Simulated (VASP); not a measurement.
Calculation: PBE GGA, VASP's PBE PAW potentials (set 64) (plane waves; VASP). Each cell was relaxed at this level, without spin-orbit coupling.

### Question
Which of these comes out without a gap?
A) Os, P6_3/mmc (194)
B) Be2C, Fm-3m (225)
C) NaI, Fm-3m (225)
D) AgCl, Fm-3m (225)

### Answer
A, Os, P6_3/mmc (194). The others have gaps of 3.59 eV (NaI, Fm-3m (225)), 0.92 eV (AgCl, Fm-3m (225)), 1.16 eV (Be2C, Fm-3m (225)).
